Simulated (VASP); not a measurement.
Consider the following.

```
PbO2
1.0
    1.65147     0.95348     5.00679
   -1.65147     0.95348     5.00679
    0.00000    -1.90695     5.00679
Pb O
1 2
Cartesian
  0.00000   0.00000   0.00000
  0.00000   0.00000   3.78513
  0.00000   0.00000  11.23524
```

All values below come from PBE GGA, VASP's PBE PAW potentials (set 64) (plane waves; VASP). Numerical set-up: 400 eV cut-off, 6×6×6 Γ-centred mesh, Gaussian smearing of 0.050 eV, potentials Pb_d O.

At this cut-off the stress carries a Pulay error, which pulls relaxed volumes low. Energy and stress use the plane-wave basis of the starting cell.

Question: The ions, cell shape and volume are relaxed. Give the cell that the relaxation ends in.

Answer: 
```
PbO2
1.0
    1.69955     0.98124     4.36704
   -1.69955     0.98124     4.36704
    0.00000    -1.96247     4.36704
Pb O
1 2
Direct
  0.00000   0.00000   0.00000
  0.25292   0.25292   0.25292
  0.74708   0.74708   0.74708
```
Space group R-3m (166), at a tolerance of 0.03 Å.

Question: How do energy and volume change from the first to the last step?

Answer: The energy (σ→0) changes by -82.3 meV/atom and the volume by -7.6 %, in 17 ionic steps.

```json
[
 {"step": "1", "E(σ→0) (eV)": "-15.4665", "max force (eV/Å)": "1.122", "pressure (GPa)": "-4.25", "volume (Å³)": "47.30"},
 {"step": "2", "E(σ→0) (eV)": "-15.6465", "max force (eV/Å)": "0.148", "pressure (GPa)": "5.57", "volume (Å³)": "44.43"},
 {"step": "3", "E(σ→0) (eV)": "-15.6465", "max force (eV/Å)": "0.119", "pressure (GPa)": "5.33", "volume (Å³)": "44.49"},
 {"step": "4", "E(σ→0) (eV)": "-15.6857", "max force (eV/Å)": "0.022", "pressure (GPa)": "-3.96", "volume (Å³)": "46.41"},
 {"step": "5", "E(σ→0) (eV)": "-15.7000", "max force (eV/Å)": "0.047", "pressure (GPa)": "-0.88", "volume (Å³)": "45.75"},
 {"step": "6", "E(σ→0) (eV)": "-15.7029", "max force (eV/Å)": "0.120", "pressure (GPa)": "-0.31", "volume (Å³)": "45.40"},
 {"step": "7", "E(σ→0) (eV)": "-15.7042", "max force (eV/Å)": "0.201", "pressure (GPa)": "0.32", "volume (Å³)": "45.01"},
 {"step": "8", "E(σ→0) (eV)": "-15.7065", "max force (eV/Å)": "0.164", "pressure (GPa)": "-0.13", "volume (Å³)": "44.89"},
 {"step": "9", "E(σ→0) (eV)": "-15.7092", "max force (eV/Å)": "0.059", "pressure (GPa)": "-1.38", "volume (Å³)": "44.54"},
 {"step": "10", "E(σ→0) (eV)": "-15.7104", "max force (eV/Å)": "0.055", "pressure (GPa)": "-1.18", "volume (Å³)": "44.33"},
 {"step": "11", "E(σ→0) (eV)": "-15.7126", "max force (eV/Å)": "0.042", "pressure (GPa)": "-0.44", "volume (Å³)": "43.72"},
 {"step": "12", "E(σ→0) (eV)": "-15.7128", "max force (eV/Å)": "0.035", "pressure (GPa)": "-0.13", "volume (Å³)": "43.45"},
 {"step": "13", "E(σ→0) (eV)": "-15.7129", "max force (eV/Å)": "0.034", "pressure (GPa)": "-0.04", "volume (Å³)": "43.47"},
 {"step": "14", "E(σ→0) (eV)": "-15.7133", "max force (eV/Å)": "0.030", "pressure (GPa)": "0.10", "volume (Å³)": "43.54"},
 {"step": "15", "E(σ→0) (eV)": "-15.7133", "max force (eV/Å)": "0.024", "pressure (GPa)": "0.44", "volume (Å³)": "43.66"},
 {"step": "16", "E(σ→0) (eV)": "-15.7134", "max force (eV/Å)": "0.029", "pressure (GPa)": "0.23", "volume (Å³)": "43.59"},
 {"step": "17", "E(σ→0) (eV)": "-15.7135", "max force (eV/Å)": "0.001", "pressure (GPa)": "-0.06", "volume (Å³)": "43.70"}
]
```

The structure was generated: PbO2 was put into an ordered model structure (R-3m), which need not be its known phase. This run relaxes it. Symmetry was kept, so distortions that lower it aren't found. The run is one of a series of settings (EDIFFG = -0.01, IBRION = 2, ISIF = 3, NSW = 50 against the base run), some of them coarse on purpose.
